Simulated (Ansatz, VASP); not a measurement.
# Sb in two plane-wave programs

Wanted: the spread between two codes on one cell, functional and k mesh. The cell is taken from a series of VASP runs on this material, whose earlier steps may have relaxed, scaled or displaced it; both programs get it as it stands.

Main program and level: Ansatz 0.2.0; plane waves, with VASP 6.6.1 beside it; zone-centre phonons at PBEsol and zone-centre phonons at PBEsol with D3(BJ).

**1. Set-up**

It takes space group R-3m (No. 166, trigonal). Conventional cell: a = 4.327 Å, b = 4.327 Å, c = 11.037 Å, α = 90.00°, β = 90.00°, γ = 120.00°. Nearest to Sb lie 3 Sb at 2.93 Å.

Coordinates:

```cif
data_structure
_symmetry_space_group_name_H-M 'R-3m:H'
_symmetry_Int_Tables_number 166
_cell_length_a 4.3271
_cell_length_b 4.3271
_cell_length_c 11.0374
_cell_angle_alpha 90.000
_cell_angle_beta 90.000
_cell_angle_gamma 120.000
_cell_volume 178.97
loop_
_atom_site_label
_atom_site_type_symbol
_atom_site_symmetry_multiplicity
_atom_site_Wyckoff_symbol
_atom_site_fract_x
_atom_site_fract_y
_atom_site_fract_z
_atom_site_occupancy
Sb1 Sb 6 c 0.00000 0.00000 0.76380 1
```

**2. Ansatz: zone-centre phonons, PBEsol**

Ansatz runs on its default PAW (the set named soft_2) files.

Second derivatives magnify differences that forces hide, and they need a tight electronic threshold.

File input.yaml:

```yaml
crystal:
  lattice:
    - [2.163546628, 1.2491242281, 3.6791268016]
    - [-2.163546628, 1.2491242281, 3.6791268016]
    - [0.0, -2.4982484562, 3.6791268016]
  atoms:
    - { symbol: Sb, position: [0.763803452, 0.763803452, 0.763803452] }
    - { symbol: Sb, position: [0.236196548, 0.236196548, 0.236196548] }
hamiltonian:
  xc: pbesol
  pseudopotentials: { kind: paw }
kpoints:
  mp_grid: { grid: [12, 12, 12] }
scf:
  occupations: { method: methfessel_paxton, width: 0.15 }
phonons:
  method: dfpt
  qpoints: [[0, 0, 0]]
```

Command:

```
$ ansatz run input.yaml --threads 4 --pin off --max-ram 9216MiB --backend cpu --events-out ev --progress --plain --runs-dir out
```

Numbers of over 12 decimals in the logs are rounded to 6 here.

What it wrote:

```text
Engine: ansatz 0.2.0, aarch64-unknown-linux-gnu
Pseudopotentials: kind: paw
Pseudopotential: Sb, paw, valence charge 15, recommended cutoff 420 eV (normal), Sb.paw.azcp
Functional definition: PBEsol
  exchange = pbesol_x
  correlation = pbesol_c
Crystal: 2 atoms, lattice volume = 59.658 Å³
Basis set: ecut = 420 eV, 1183 PW (Γ), exchange–correlation on 60×60×60 points (8 copies of the dense FFT grid, shifted against one another)
Bands: 19, of which v1, the nominal top of the filled ones, is band 15 counted from 1 (14 counted from 0)
Symmetry: 12 space group operations
k-points: 476 of 1728 (irreducible under 2 space group operations, time reversal used)
Non-local potential: Sb, projectors of the file, l = 0: 2, l = 1: 2, l = 2: 2, l = 3: 2
PAW form: soft (Blöchl's): semilocal exchange-correlation on the pseudo side does not see the compensation charge
PAW frozen core: Sb, regenerated for the run's functional, and the local potential with it (the file was generated under x = pbe(κ = 0.804, μ = 0.219515), c = pbe(β = 0.066725))
PAW one-centre angular grid: Sb, 590 points (default); XC on 64 Gauss nodes
Initial density: superposition of atomic densities (neutral atoms: chi_scale 0, normalization atom), corrected by the library's trained network
Initial wavefunctions: pseudopotential atomic-orbital guess
Functional: x = pbesol(κ = 0.804, μ = 0.123457), c = pbesol(β = 0.046)
SCF iter   1: F=—  HF=-12816.173770 eV  |F-HF|=—  |Δ(HF+E_count)|=         —  Δρ=2.59e-3  dr2=3.01e-3  ethr=1.77e-3  ⟨swp⟩=5.8  Hψ=44699  notcnv=0
preconditioner: auto → none  [insulator: Δε(μ)=0.123 eV  Ē_g=8.676 eV  σ=0.150 eV  W_gap=0.54  n_scr=14 (ndim 8)  ℏωp=15.2 eV  f_vac=0.001  D(μ)=0.10/eV (n_scr^D=0)  ε∞_Penn≈4.1]
SCF iter   2: F=—  HF=-12816.170964 eV  |F-HF|=—  |Δ(HF+E_count)|=   2.81e-3  S|Δr|=    0.00e0  Δρ=1.35e-3  dr2=5.33e-4  ethr=1.00e-5  ⟨swp⟩=2.1  Hψ=19784  notcnv=0
SCF iter   3: F=—  HF=-12816.170841 eV  |F-HF|=—  |Δ(HF+E_count)|=   1.23e-4  S|Δr|=    0.00e0  Δρ=3.46e-4  dr2=5.58e-5  ethr=1.78e-6  ⟨swp⟩=2.0  Hψ=16188  notcnv=0
SCF iter   4: F=—  HF=-12816.170839 eV  |F-HF|=—  |Δ(HF+E_count)|=   2.02e-6  S|Δr|=    0.00e0  Δρ=1.03e-4  dr2=3.97e-6  ethr=1.86e-7  ⟨swp⟩=2.6  Hψ=16325  notcnv=0
SCF iter   5: F=—  HF=-12816.170841 eV  |F-HF|=—  |Δ(HF+E_count)|=   2.25e-6  S|Δr|=    0.00e0  Δρ=3.33e-5  dr2=4.13e-7  ethr=1.32e-8  ⟨swp⟩=2.0  Hψ=16188  notcnv=0
SCF iter   6: F=—  HF=-12816.170841 eV  |F-HF|=—  |Δ(HF+E_count)|=   4.77e-7  S|Δr|=    0.00e0  Δρ=1.61e-6  dr2=1.10e-9  ethr=1.38e-9  ⟨swp⟩=2.0  Hψ=16188  notcnv=0
SCF iter   7: F=—  HF=-12816.170841 eV  |F-HF|=—  |Δ(HF+E_count)|=  6.55e-10  S|Δr|=    0.00e0  Δρ=2.72e-7  dr2=3.59e-11  ethr=3.68e-12  ⟨swp⟩=3.0  Hψ=16775  notcnv=0
SCF iter   8: F=-12816.170841 eV  HF=-12816.170841 eV  |F-HF|=5.46e-12  |Δ(HF+E_count)|=  1.82e-12  S|Δr|=    0.00e0  Δρ=2.73e-8  dr2=2.15e-13  ethr=1.00e-12  ⟨swp⟩=6.0  Hψ=37980  notcnv=0
SCF 1 converged in 8 iterations: F = -12816.170841 eV  dr2 = 2.15e-13
  greatest PAW one-centre occupation: 0.996 electrons in one spin orbital (limit 2), on the Sb atom at site 1 (counted from 0), in its partial waves of l = 2
DFPT response loops at Γ: preconditioner auto → Kerker (q_TF=auto, 2.433 Å⁻¹) (partly filled bands, converged f_vac=0.000); β = 1.00, the filter's whole step (`scf.mixing.beta` (0.50) is not read by the response loops under this deck's `scf.mixing.preconditioner`; to damp them name `kerker` or `kerker_dos`, under which they read `scf.mixing.beta`, and type it under 1.00, their step now; both keys bind the ground state too); Broyden in place of MSR1
SCF converged after 8 iterations
Stability not checked: this state was not tested for a lower state beside it, because cold or Methfessel-Paxton smearing, or corrected tetrahedra, fill the levels in a way that the test cannot read (fill_not_monotonic; see scf.lower_state_search)
Free energy (F): -12816.170841 eV
Harris-Foulkes:  -12816.170841 eV  (|F-HF|=5.46e-12)
Internal energy: -12816.172111 eV  (E = F + TS)
E sigma→0 (E₀):  -12816.171158 eV
Entropy (-TS):   0.001270 eV (0.635 meV/atom)
Fermi energy:    10.034282 eV
--- Per-component energies (eV) ---
  E_band       = -336.486575
  E_kinetic    = 414.874919
  E_local      = -3166.892135  (includes V_loc(G=0)·N_el)
  E_nonlocal   = 728.092177
  E_hartree    = 1434.297379
  E_xc         = -275.115635
  E_vxc        = -193.420222  (∫ρ·V_xc dr)
  E_paw        = -8999.087936  (= ΣΔE_a)
  E_vpaw       = -987.736069  (= ΣTr[D̂ρ^β])
  E_aug_tail   = -0.000004  (compensation charges beyond the density's cutoff)
  E_ewald      = -2953.004589
  E_core_change = 0.663714  (= ΣΔE_core)
  E_smearing   = 0.001270  (= −TS)
  E_closure    = -0.000000  (closes the sum)
  Σ components = -12816.170841   (vs F -12816.170841, Δ=0.00e0)
--- Band table (eV; the first three rows and the last of 476) ---
  k-point 0: bands = [... 11 lower, 5.3322, 8.1286, 8.2687, 8.2687, 12.4401, 12.9055, 12.9055, 15.0527]
  k-point 1: bands = [... 11 lower, 4.9597, 8.1513, 8.2609, 8.4478, 12.3398, 12.6751, 12.6759, 14.7527]
  k-point 2: bands = [... 11 lower, 4.1025, 8.1737, 8.2474, 8.8027, 11.9549, 12.1093, 12.1319, 14.6101]
  k-point 475: bands = [... 11 lower, 0.9057, 8.8365, 8.8365, 9.6049, 10.0162, 10.0162, 10.9632, 17.3853]
--- Phonons (Γ-DFPT): 2 representative perturbations + reference, on 476 of 1728 k-points (Σ response iterations 6) ---
  k mesh reduced under 2 symmetry operations, with k and −k counted as one. Each operation leaves every solved perturbation unchanged. A smaller set is not used because it would not reduce the number of displacements times k-points to solve
  ASR residual: 1.898e-5 → 0.000e0 eV/Å²; symmetrization residual: 7.288e-6 eV/Å²
  ASR residual per site (eV/Å²): 1.90e-5 1.90e-5
  Γ frequencies (cm⁻¹): 0.00 0.00 0.00 88.27 88.27 139.91
  non-analytic LO–TO correction: not included (Born effective charges unavailable; polar crystals: no LO–TO splitting at Γ)
--- Phonons (arbitrary-q DFPT): 1 explicit q-point ---
  q = [0, 0, 0] (of the zone-centre solve; hermiticity 2.39e-6, symmetrization 9.00e-7): -0.00 -0.00 0.00 88.27 88.27 139.91
  sum rule: each row above includes the acoustic sum rule's correction from the zone centre's row sums; it moved no ω² by more than (0.21 cm⁻¹)²
```

Wall time 38 s (4 threads of Arm Neoverse V1, shared host); peak memory 1.9 GiB; 2.3 min of CPU time.

**3. VASP: zone-centre phonons, PBEsol**

The same cell, functional, mesh and smearing now go to VASP, with its own data sets and cutoff.

Lines of VASP's logs that name or quote its potential files are left out, and so is its time.

File INCAR:

```
SYSTEM = Sb
PREC = Accurate
ENCUT = 450
EDIFF = 1E-08
NELM = 100
ISMEAR = 1
SIGMA = 0.15
LREAL = .FALSE.
ALGO = Normal
GGA = PS
NBANDS = 11
LORBIT = 11
LWAVE = .FALSE.
LCHARG = .FALSE.
KPAR = 2
IBRION = 8
ISIF = 2
```

File POSCAR:

```
Sb
1.0
    2.1635466280      1.2491242281      3.6791268016
   -2.1635466280      1.2491242281      3.6791268016
    0.0000000000     -2.4982484562      3.6791268016
Sb
2
Direct
    0.7638034520      0.7638034520      0.7638034520
    0.2361965480      0.2361965480      0.2361965480
```

File KPOINTS:

```
Automatic mesh
0
Gamma
12 12 12
0 0 0
```

The projector-augmented-wave data sets are Sb (PBE family, release 64).

Command:

```
$ mpirun -np 2 vasp_std
```

What it wrote:

```text
[banner, memory and clock lines left out]
running    2 mpi-ranks, on    1 nodes
 distrk:  each k-point on    1 cores,    2 groups
 distr:  one band on    1 cores,    1 groups

 POSCAR found type information on POSCAR Sb
 POSCAR found :  1 types and       2 ions
|                                                                             |
|               ----> ADVICE to this user running VASP <----                  |
|                                                                             |
|     You enforced a specific xc type in the INCAR file but a different       |
|     [... a line on the potential file left out ...]
|     I HOPE YOU KNOW WHAT YOU ARE DOING!                                     |
|                                                                             |

 LDA part: xc-table for (Slater+PW92), standard interpolation
 POSCAR, INCAR and KPOINTS ok, starting setup
 FFT: planning ... GRIDC
 FFT: planning ... GRID_SOFT
 FFT: planning ... GRID
 WAVECAR not read
 entering main loop
       N       E                     dE             d eps       ncg     rms          rms(c)
DAV:   1     0.317413772600E+02    0.31741E+02   -0.33346E+03  4158   0.637E+02
DAV:   2    -0.736868328089E+01   -0.39110E+02   -0.37691E+02  5449   0.109E+02
DAV:   3    -0.911453713737E+01   -0.17459E+01   -0.17164E+01  5031   0.254E+01
DAV:   4    -0.913100871942E+01   -0.16472E-01   -0.16463E-01  4702   0.286E+00
DAV:   5    -0.913119152644E+01   -0.18281E-03   -0.18281E-03  4825   0.343E-01    0.287E+00
DAV:   6    -0.912210317289E+01    0.90884E-02   -0.21395E-03  4737   0.281E-01    0.172E+00
DAV:   7    -0.911664553288E+01    0.54576E-02   -0.50526E-03  4584   0.423E-01    0.579E-02
DAV:   8    -0.911667618762E+01   -0.30655E-04   -0.11524E-04  4722   0.759E-02    0.174E-02
DAV:   9    -0.911668309697E+01   -0.69093E-05   -0.13815E-05  4710   0.232E-02    0.473E-03
DAV:  10    -0.911668258228E+01    0.51469E-06   -0.18917E-06  4694   0.764E-03    0.963E-04
DAV:  11    -0.911668267620E+01   -0.93920E-07   -0.15433E-07  4698   0.252E-03    0.488E-04
DAV:  12    -0.911668270747E+01   -0.31272E-07   -0.14383E-08  3861   0.687E-04    0.106E-04
DAV:  13    -0.911668271335E+01   -0.58727E-08   -0.12962E-09  2343   0.247E-04
   1 F= -.91166827E+01 E0= -.91171135E+01  d E =0.129245E-02
 Linear response reoptimize wavefunctions to high precision
DAV:   1    -0.911668271482E+01   -0.14731E-08   -0.17320E-10  2733   0.104E-04
DAV:   2    -0.911668271481E+01    0.66507E-11   -0.24332E-11  2262   0.427E-05
 Linear response DOF=           2
 Linear response progress:
  Degree of freedom:   1/  2
       N       E                     dE             d eps       ncg     rms          rms(c)
RMM:   1    -0.250120721535E-01   -0.25012E-01    0.25224E-02 38705   0.117E+00
RMM:   2    -0.247938147961E-01    0.21826E-03   -0.15393E-03 30185   0.236E-01    0.475E-02
RMM:   3    -0.247952951975E-01   -0.14804E-05   -0.17793E-05 31770   0.390E-02    0.283E-02
RMM:   4    -0.248469537040E-01   -0.51659E-04   -0.14011E-06 31768   0.206E-02    0.227E-03
RMM:   5    -0.248554698665E-01   -0.85162E-05    0.98488E-07 32504   0.363E-03    0.993E-04
RMM:   6    -0.248572486861E-01   -0.17788E-05   -0.16231E-07 31315   0.902E-04    0.316E-04
RMM:   7    -0.248564089062E-01    0.83978E-06   -0.16784E-07 32953   0.239E-04    0.728E-05
RMM:   8    -0.248563380760E-01    0.70830E-07   -0.71854E-08 33528   0.506E-05    0.154E-05
RMM:   9    -0.248563172935E-01    0.20782E-07    0.16060E-09 33373   0.152E-05    0.155E-06
RMM:  10    -0.248563108732E-01    0.64203E-08   -0.11888E-09 32420   0.322E-06    0.944E-07
 first order change of Fermi-energy  -0.22816E-04
 force on displaced ion       1 direction 1 :  -1.895  -0.000  -0.000
 Linear response progress:
  Degree of freedom:   2/  2
       N       E                     dE             d eps       ncg     rms          rms(c)
RMM:   1    -0.259866163680E-01   -0.25987E-01    0.18745E-02  8129   0.118E+00
RMM:   2    -0.249133838974E-01    0.10732E-02   -0.15426E-03  6497   0.243E-01    0.465E-02
RMM:   3    -0.248118677637E-01    0.10152E-03   -0.42410E-05  6904   0.424E-02    0.280E-02
RMM:   4    -0.247404854616E-01    0.71382E-04   -0.25470E-05  6748   0.250E-02    0.691E-03
RMM:   5    -0.247492590916E-01   -0.87736E-05   -0.55803E-07  6993   0.537E-03    0.239E-03
RMM:   6    -0.247510437380E-01   -0.17846E-05   -0.67655E-09  7030   0.105E-03    0.838E-04
RMM:   7    -0.247503142224E-01    0.72952E-06   -0.18582E-08  7083   0.314E-04    0.179E-04
RMM:   8    -0.247503414042E-01   -0.27182E-07   -0.32983E-09  7178   0.568E-05    0.305E-05
RMM:   9    -0.247503512941E-01   -0.98899E-08    0.25594E-10  7229   0.178E-05    0.159E-05
 first order change of Fermi-energy   0.41019E-01
 force on displaced ion       1 direction 3 :   0.000   0.000  -4.545
 Linear response finished
```

From OUTCAR (step 3):

```text
ion  position               nearest neighbor table
   1  0.764  0.764  0.764-   2 2.93   2 2.93   2 2.93   2 3.29   2 3.29   2 3.29
   2  0.236  0.236  0.236-   1 2.93   1 2.93   1 2.93   1 3.29   1 3.29   1 3.29

  LATTYP: Found a trigonal (rhomboedric) cell.
 ALAT       =     4.4471585727
 COS(alpha) =     0.5266337574

 Subroutine GETGRP returns: Found 12 space group operations
 (whereof 12 operations were pure point group operations)

The static configuration has the point symmetry D_3d.

 Found    189 irreducible k-points:

   k-points           NKPTS =    189   k-points in BZ     NKDIM =    189   number of bands    NBANDS=     11

   dimension x,y,z NGX =    32 NGY =   32 NGZ =   32
   dimension x,y,z NGXF=    64 NGYF=   64 NGZF=   64

   ENCUT  =  450.0 eV  33.07 Ry    5.75 a.u.   7.69  7.69  7.69*2*pi/ulx,y,z

   NELECT =      10.0000    total number of electrons

 k-points in reciprocal lattice and weights: Automatic mesh
   0.00000000  0.00000000  0.00000000       0.001
   0.08333333  0.00000000  0.00000000       0.003
   0.16666667  0.00000000  0.00000000       0.003
   0.25000000 -0.00000000  0.00000000       0.003
   0.33333333 -0.00000000  0.00000000       0.003
   0.41666667  0.00000000  0.00000000       0.003
   0.50000000 -0.00000000  0.00000000       0.002
   0.08333333  0.08333333  0.00000000       0.003
   0.16666667  0.08333333 -0.00000000       0.007
[...]
-0.41666667  0.50000000  0.41666667       0.003
   0.50000000  0.50000000  0.50000000       0.001

 average (electrostatic) potential at core
       1 -85.5530       2 -85.5530

  Total        0.0037073      0.0037073      0.0031757      0.0000000      0.0000000      0.0000000
  in kB        0.0995626      0.0995626      0.0852872      0.0000000      0.0000000      0.0000000
  external PRESSURE =       0.0948041 kB  Pullay stress =       0.0000000 kB

  energy-cutoff  :      450.00
  volume of cell :       59.66
      direct lattice vectors                 reciprocal lattice vectors
     2.163546628  1.249124228  3.679126802     0.231102022  0.133426814  0.090601208
    -2.163546628  1.249124228  3.679126802    -0.231102022  0.133426814  0.090601208
     0.000000000 -2.498248456  3.679126802     0.000000000 -0.266853629  0.090601208

 POSITION                                       TOTAL-FORCE (eV/Angst)
 -----------------------------------------------------------------------------------
      0.00000      0.00000      8.43039         0.000000      0.000000      0.000876
      0.00000      0.00000      2.60699         0.000000      0.000000     -0.000876
 -----------------------------------------------------------------------------------
    total drift:                               -0.000000     -0.000000      0.000000

 Eigenvectors and eigenvalues of the dynamical matrix
 ----------------------------------------------------

   1 f  =    4.271763 THz    26.840276 2PiTHz  142.490664 cm-1    17.666583 meV
             X         Y         Z           dx          dy          dz
      0.000000  0.000000  8.430389     0.000000    0.000000    0.707107
      0.000000  0.000000  2.606991    -0.000000    0.000000   -0.707107

   2 f  =    2.757795 THz    17.327735 2PiTHz   91.990129 cm-1    11.405317 meV
             X         Y         Z           dx          dy          dz
      0.000000  0.000000  8.430389     0.000000    0.707107   -0.000000
      0.000000  0.000000  2.606991     0.000000   -0.707107    0.000000

   3 f  =    2.757795 THz    17.327735 2PiTHz   91.990129 cm-1    11.405317 meV
             X         Y         Z           dx          dy          dz
      0.000000  0.000000  8.430389     0.707107   -0.000000   -0.000000
      0.000000  0.000000  2.606991    -0.707107    0.000000    0.000000

   4 f  =    0.000000 THz     0.000000 2PiTHz    0.000000 cm-1     0.000000 meV
             X         Y         Z           dx          dy          dz
      0.000000  0.000000  8.430389    -0.107378   -0.698906    0.000000
      0.000000  0.000000  2.606991    -0.107378   -0.698906    0.000000

   5 f  =    0.000000 THz     0.000000 2PiTHz    0.000000 cm-1     0.000000 meV
             X         Y         Z           dx          dy          dz
      0.000000  0.000000  8.430389     0.000000    0.000000    0.707107
      0.000000  0.000000  2.606991    -0.000000    0.000000    0.707107

   6 f/i=    0.000000 THz     0.000000 2PiTHz    0.000001 cm-1     0.000000 meV
             X         Y         Z           dx          dy          dz
      0.000000  0.000000  8.430389     0.698906   -0.107378   -0.000000
      0.000000  0.000000  2.606991     0.698906   -0.107378    0.000000

 ELASTIC MODULI CONTR FROM IONIC RELAXATION (kBar)
 Direction    XX          YY          ZZ          XY          YZ          ZX
 --------------------------------------------------------------------------------
 XX         -78.2905    -68.0136   -130.8641     -0.0000     32.1020      0.0000
 YY         -68.0136    -78.2905   -130.8641      0.0000    -32.1020     -0.0000
 ZZ        -130.8641   -130.8641   -234.1070      0.0000      0.0000     -0.0000
 XY          -0.0000      0.0000      0.0000     -5.1384      0.0000     30.5059
 YZ          32.1020    -32.1020      0.0000      0.0000   -200.5556     -0.0000
 ZX           0.0000     -0.0000     -0.0000     30.5059     -0.0000   -181.1084
 --------------------------------------------------------------------------------
```

Energies printed during the response cycles are not total energies of the cell.

**4. Side by side**

Known differences besides the potentials themselves: the data sets hold 30 valence electrons in Ansatz (default PAW (the set named soft_2) files) and 10 in VASP; the cutoff is 420 eV in Ansatz and 450 eV in VASP; Ansatz makes its cores anew for this functional, VASP keeps those of its PBE data sets; VASP leaves aspherical gradient terms in its spheres out (LASPH is not set), Ansatz keeps them. Total energies have different zeros and are not compared.

Both answers:

| quantity | Ansatz | VASP | difference |
| --- | --- | --- | --- |
| optical mode 1 to 2 (cm⁻¹) | 88.3 | 92.0 | -4.04 % |
| optical mode 3 (cm⁻¹) | 139.9 | 142.5 | -1.81 % |

Modes are paired by rising frequency and degeneracy, not by their patterns, so a pair may still set unlike modes beside each other.

[end of part 1 of 2]

[Lines on the potential files, build, host, timing and source positions are cut from VASP's logs without a mark.]

[Logs are printed without paths, hosts, clocks, repeated set-up lines and the standing remarks that a program may print on its own settings, such as how far it seeks lower states.]

[Hosts, paths, dates, database ids (printed as entryN), source tags and the programs' standing remarks are cut or masked in the printed files.]
